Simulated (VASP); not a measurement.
# CsPbBr3: stress against strain

CsPbBr3 (cubic perovskite, Pm-3m, 40.517 Å³/atom and stress up to 0.01 GPa in the relaxed cell, cube axes along x, y and z) under an equal strain ε along x and y, with z held. PBEsol in VASP (plane waves, PAW), 480 eV, 6×6×6 Γ-centred mesh, Gaussian smearing 0.05 eV; ions are relaxed, or left where forces stay under 0.02 eV/Å, within the symmetry of each cell. Stress is positive for a compressed cell.

Here s stands for strain and y for stress xx.

| strain (%) | stress xx (GPa) |
|---|---|
| -1.50 | 0.95 |
| -1.00 | 0.61 |
| -0.50 | 0.29 |
| 0.00 | -0.01 |
| 0.50 | -0.29 |
| 1.00 | -0.56 |
| 1.50 | -0.80 |
| 3.00 | ? |

The 7 complete rows are fitted with a straight line, y against s. Means: s 0, y 0.027. About the means, the sum of products is -4.0850 and the sum of squares of s is 7.0000; the slope is their ratio. Least squares gives y = 0.027 - 0.5836·s. Residuals (row less fit): 0.048, -0.001, -0.029, -0.037, -0.025, -0.003, 0.048; standard error 0.039 (degrees of freedom: 5). The slope gives the elastic constants C11 + C12 = 58 ± 1 GPa (± standard error of the fit, which holds the terms cut off).

Task: Estimate the missing y (s = 3.00); what did the run itself give?

Result: y = 0.027 - 0.5836 × 3.0 = -1.724 GPa. The calculation gives -1.44 GPa, 0.284 GPa above the prediction (11.9 % of the range of y in the table). The row lies outside the fitted rows, so this is an extrapolation. From the scatter of the fitted rows alone, a prediction at this place has a standard error of 0.060 GPa, so the miss is 4.7 times that.

A polynomial of degree 2 through the 12 other runs of the series gives -1.41 there, so most of the miss is curvature that the fit leaves out. The primitive cell can neither tilt nor turn polar against its symmetry, as such crystals can under strain. Spin-orbit coupling is left out, which can shift these values for the heavy elements here. CsPbBr3 is here the ideal cubic form; the compound distorts at low or room temperature. Rows are the converged runs of the series near zero and its far end, less any whose ions stayed unrelaxed beside relaxed ones; series whose fitted rows scatter by over a few per cent of the range, as at a crossing or softening among them, aren't shown in this form. Most that stay on the fit to the last digits aren't either.
